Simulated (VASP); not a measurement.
Mg12NO, 14 atoms in the cell. The cell holds a slab with vacuum, 14 atoms: a = 6.420 Å, b = 6.420 Å, c = 18.213 Å, α = 90.00°, β = 90.00°, γ = 60.00°. The cell was built by a generator and needn't be a form met in nature.

```yaml
Program: VASP 6.6.1
Task: relaxation of the atoms
Functional: PBE
Potentials_or_basis: VASP PAW PBE potentials, release 64 (Mg, N, O)
Cutoff: 520 eV
k_mesh: 2 × 2 × 1
Occupations: fermi-dirac, width 0.05 eV
Spin: no spin polarisation
Dipole_correction: no
Atoms_held_fixed_from_0: "[0, 1, 2, 3]"
Further_INCAR_settings: ALGO = Normal; EDIFF = 1e-06; IBRION = 2; EDIFFG = -0.08; NSW = 45
```

Potentials or basis: VASP PAW PBE potentials, release 64 (Mg, N, O).

Command:

```sh
$ cat potpaw_PBE.64/Mg/POTCAR potpaw_PBE.64/N/POTCAR potpaw_PBE.64/O/POTCAR > POTCAR
$ mpirun -np 1 vasp_std > vasp.out
```

Hardware: 1 thread of Intel(R) Xeon(R) 6975P-C (Granite Rapids), on a shared host.

Question: Estimate the wall time of this run.

Answer: Wall time 13 min on 1 thread of Intel(R) Xeon(R) 6975P-C (Granite Rapids) (shared host), peak memory 0.77 GiB. Counts: scf iterations 127, k points 4, ion steps 9.
